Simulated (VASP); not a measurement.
Level of theory: PBE GGA, VASP's PBE PAW potentials (set 64) (plane waves; VASP).

VASP input:

### INCAR
```
GGA  =  PE   # PBE
LWAVE  =  .FALSE.
EDIFF  =  1E-7   # SCF stop (eV)
ENCUT  =  480   # plane-wave cut-off (eV)
SYSTEM  =  Ni3Si
ALGO  =  Normal
SIGMA  =  0.1   # width (eV)
NELM  =  100
ISMEAR  =  1
LCHARG  =  .FALSE.
LREAL  =  .FALSE.
LMAXMIX  =  4   # l cut-off of mixed one-centre charges
ISIF  =  2   # forces and stress, cell fixed
PREC  =  Accurate
LASPH  =  .TRUE.
```

KPOINTS:
```
Regular mesh
0
Gamma
 8 8 8
```

File POSCAR:
```
Ni3Si
1
    3.5386032506     0.0000000000     0.0000000000
    0.0000000000     3.5386032506     0.0000000000
    0.0000000000     0.0000000000     3.5386032506
Si Ni
1 3
Direct
  0.0000000000   0.0000000000   0.0000000000
  0.0000000000   0.5000000000   0.5000000000
  0.5000000000   0.0000000000   0.5000000000
  0.5000000000   0.5000000000   0.0000000000
```

POTCAR, in this order: Si Ni (PBE.64 set). Program: vasp_std.

### Question
What does the run give for the energy per atom (σ→0), pressure, band gap (on the k-mesh)?

### Answer

```json
{
 "energy per atom (σ→0)": "-5.914 eV/atom",
 "band gap (on the k-mesh)": "none (metal, semimetal or under 0.01 eV)",
 "pressure": "-54.7 kbar"
}
```

File OSZICAR:
```
...
DAV:   9    -0.236598568089E+02    0.17315E-01   -0.34912E-02  1919   0.268E+00    0.563E-01
DAV:  10    -0.236575793104E+02    0.22775E-02   -0.31627E-03  1973   0.446E-01    0.235E-01
DAV:  11    -0.236571977898E+02    0.38152E-03   -0.75803E-04  2265   0.320E-01    0.535E-02
DAV:  12    -0.236571869572E+02    0.10833E-04   -0.10838E-04  1620   0.120E-01    0.146E-02
DAV:  13    -0.236571861634E+02    0.79373E-06   -0.75290E-06  1729   0.181E-02    0.855E-03
DAV:  14    -0.236571856739E+02    0.48949E-06   -0.59990E-07  1633   0.879E-03    0.298E-03
DAV:  15    -0.236571855904E+02    0.83553E-07   -0.17958E-07   950   0.599E-03
   1 F= -.23657186E+02 E0= -.23657646E+02  d E =0.138160E-02
```

The compound is Ni3Si in the L1_2 structure. This cell was strained or had an atom moved on purpose. The run is not spin-polarised, so no magnetic state was tried.
